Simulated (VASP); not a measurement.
A VASP calculation is set up with these files.

### POSCAR
```
SiRu
1
    4.7086000000     0.0000000000     0.0000000000
    0.0000000000     4.7086000000     0.0000000000
    0.0000000000     0.0000000000     4.7086000000
Si Ru
4 4
Direct
  0.1624200000   0.3375800000   0.6624200000
  0.3375800000   0.6624200000   0.1624200000
  0.6624200000   0.1624200000   0.3375800000
  0.8375800000   0.8375800000   0.8375800000
  0.8705900000   0.6294100000   0.3705900000
  0.6294100000   0.3705900000   0.8705900000
  0.3705900000   0.8705900000   0.6294100000
  0.1294100000   0.1294100000   0.1294100000
```

### INCAR
```
SYSTEM = SiRu
PREC = Accurate
ENCUT = 300
EDIFF = 1E-6
NELM = 100
ALGO = Normal
LREAL = .FALSE.
LASPH = .TRUE.
ISMEAR = -1
SIGMA = 0.02
GGA = PE
LMAXMIX = 4
LWAVE = .FALSE.
LCHARG = .FALSE.
ISIF = 2
```

File KPOINTS:
```
K-points
0
gamma
  4 4 4
```

POTCAR, in this order: Si Ru_pv (PBE.64 set). Program: vasp_std.

Problem. Translate this PBE calculation to Ansatz.

Solution. One equivalent input (not run):
Ansatz 0.2 input:
```yaml
crystal:
  lattice:
    - [4.7086000, 0.0000000, 0.0000000]
    - [0.0000000, 4.7086000, 0.0000000]
    - [0.0000000, 0.0000000, 4.7086000]
  atoms:
    - { symbol: Si, position: [0.1624200, 0.3375800, 0.6624200] }
    - { symbol: Si, position: [0.3375800, 0.6624200, 0.1624200] }
    - { symbol: Si, position: [0.6624200, 0.1624200, 0.3375800] }
    - { symbol: Si, position: [0.8375800, 0.8375800, 0.8375800] }
    - { symbol: Ru, position: [0.8705900, 0.6294100, 0.3705900] }
    - { symbol: Ru, position: [0.6294100, 0.3705900, 0.8705900] }
    - { symbol: Ru, position: [0.3705900, 0.8705900, 0.6294100] }
    - { symbol: Ru, position: [0.1294100, 0.1294100, 0.1294100] }
kpoints:
  mp_grid: { grid: [4, 4, 4] }
hamiltonian:
  xc: pbe
  pseudopotentials: { kind: paw }
scf:
  occupations: { method: fermi_dirac, width: 0.02 }
  max_iter: 100
output: { forces: true, stress: true, eigenvalues: true }
```
What does not carry over: each code has its own PAW files, so the cut-off isn't converted (ENCUT is set for VASP's; basis.ecutwfc is left out, and Ansatz then takes the one that its files recommend); Ansatz stops its SCF on the density residual and VASP on the energy change (EDIFF).

The structure comes from a computed database's SiRu entry; how it stands against other phases isn't given here. The cell was not relaxed at this level.
